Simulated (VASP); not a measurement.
These are revPBE GGA, VASP's PBE PAW potentials (set 64) (plane waves; VASP) values and carry that method's errors.

VASP input:

INCAR:
```
SYSTEM = HfB2
PREC = Accurate
ENCUT = 520
EDIFF = 1E-6
NELM = 100
ALGO = Normal
LREAL = .FALSE.
LASPH = .TRUE.
ISMEAR = 1
SIGMA = 0.1
GGA = RE
LMAXMIX = 6
LWAVE = .FALSE.
LCHARG = .FALSE.
IBRION = 2
ISIF = 3
NSW = 60
EDIFFG = -0.02
```

File POSCAR:
```
HfB2
1
    1.5786830652    -2.7343595139    -0.0000000000
    1.5786830652     2.7343595139    -0.0000000000
    0.0000000000    -0.0000000000     3.4985720912
Hf B
1 2
Direct
  0.0000000000   0.0000000000   0.0000000000
  0.3333330000   0.6666670000   0.5000000000
  0.6666670000   0.3333330000   0.5000000000
```

File KPOINTS:
```
K-points
0
gamma
10 10 8
0 0 0
```

POTCAR, in this order: Hf_pv B (PBE.64 set). Program: vasp_std.

Output of the run:

### OSZICAR
```
       N       E                     dE             d eps       ncg     rms          rms(c)
DAV:   1     0.290966194956E+02    0.29097E+02   -0.84998E+03  1680   0.127E+03
DAV:   2    -0.259719664454E+02   -0.55069E+02   -0.51540E+02  2068   0.241E+02
DAV:   3    -0.277874712576E+02   -0.18155E+01   -0.17815E+01  2248   0.333E+01
DAV:   4    -0.278019504905E+02   -0.14479E-01   -0.14467E-01  2032   0.322E+00
DAV:   5    -0.278020984441E+02   -0.14795E-03   -0.14793E-03  2164   0.269E-01    0.512E+01
DAV:   6    -0.256351663392E+02    0.21669E+01   -0.49919E+00  2004   0.146E+01    0.375E+01
DAV:   7    -0.255958837448E+02    0.39283E-01   -0.16377E+00  2080   0.880E+00    0.114E+01
DAV:   8    -0.255320175784E+02    0.63866E-01   -0.45763E-01  1996   0.471E+00    0.171E+00
DAV:   9    -0.255276130613E+02    0.44045E-02   -0.31556E-02  1984   0.138E+00    0.238E-01
DAV:  10    -0.255275889798E+02    0.24082E-04   -0.91955E-04  2036   0.252E-01    0.348E-01
DAV:  11    -0.255275925169E+02   -0.35371E-05   -0.10435E-04  2040   0.827E-02    0.185E-01
DAV:  12    -0.255275881077E+02    0.44092E-05   -0.10793E-05  2060   0.293E-02    0.134E-02
DAV:  13    -0.255275882439E+02   -0.13623E-06   -0.48658E-07  1188   0.705E-03
   1 F= -.25527588E+02 E0= -.25527410E+02  d E =-.255276E+02
       N       E                     dE             d eps       ncg     rms          rms(c)
DAV:   1    -0.255280969718E+02   -0.50886E-03   -0.25475E-02  1792   0.140E+00    0.160E-01
DAV:   2    -0.255278898919E+02    0.20708E-03   -0.36385E-04  2092   0.170E-01    0.682E-02
DAV:   3    -0.255278090422E+02    0.80850E-04   -0.91165E-05  2048   0.774E-02    0.243E-02
DAV:   4    -0.255278026392E+02    0.64030E-05   -0.10301E-05  2164   0.261E-02    0.188E-02
DAV:   5    -0.255278026513E+02   -0.12097E-07   -0.73974E-07  1172   0.763E-03
   2 F= -.25527803E+02 E0= -.25527626E+02  d E =-.214407E-03
```

File OUTCAR:
```
------------------------ aborting loop because EDIFF is reached ----------------------------------------
  FORCE on cell =-STRESS in cart. coord.  units (eV):
  Direction    XX          YY          ZZ          XY          YZ          ZX
  --------------------------------------------------------------------------------------
  Total        0.0335252      0.0335252      0.0179546      0.0000000      0.0000000     -0.0000000
  in kB        1.7794742      1.7794745      0.9530065      0.0000000      0.0000000     -0.0000000
  external PRESSURE =       1.5039851 kB  Pullay stress =       0.0000000 kB
  volume of cell :       30.18
      direct lattice vectors                 reciprocal lattice vectors
     1.576563008 -2.730687465 -0.000000000     0.317145587 -0.183104074  0.000000000
     1.576563008  2.730687465 -0.000000000     0.317145587  0.183104074  0.000000000
    -0.000000000  0.000000000  3.505722007     0.000000000 -0.000000000  0.285247945
 POSITION                                       TOTAL-FORCE (eV/Angst)
 -----------------------------------------------------------------------------------
      1.57656     -2.73069      3.50572        -0.000000      0.000000      0.000000
      1.57656      0.91023      1.75286         0.000000      0.000000     -0.000000
      1.57656     -0.91023      1.75286        -0.000000     -0.000000      0.000000
 -----------------------------------------------------------------------------------
    total drift:                                0.000000     -0.000000     -0.000000
  FREE ENERGIE OF THE ION-ELECTRON SYSTEM (eV)
  ---------------------------------------------------
  free  energy   TOTEN  =       -25.5278026513 eV

  energy  without entropy=      -25.5272727203  energy(sigma->0) =      -25.52762601

 reached required accuracy - stopping structural energy minimisation
```
(Selected blocks of OUTCAR.)

**CONTCAR**
```
HfB2
   1.00000000000000
     1.5765630075573396   -2.7306874653974464   -0.0000000000000000
     1.5765630075573396    2.7306874653974464   -0.0000000000000000
    -0.0000000000000000    0.0000000000000000    3.5057220071246933
  Hf              B
     1     2
Direct
     1.0000000000000000    0.0000000000000000    1.0000000000000000
     0.3333330000000032    0.6666669999999968    0.5000000000000000
     0.6666669999999968    0.3333330000000032    0.5000000000000000
```

The compound is HfB2 in the AlB2 type structure. This run relaxes it. Symmetry was kept, so distortions that lower it aren't found. The start is the result of an earlier pass.
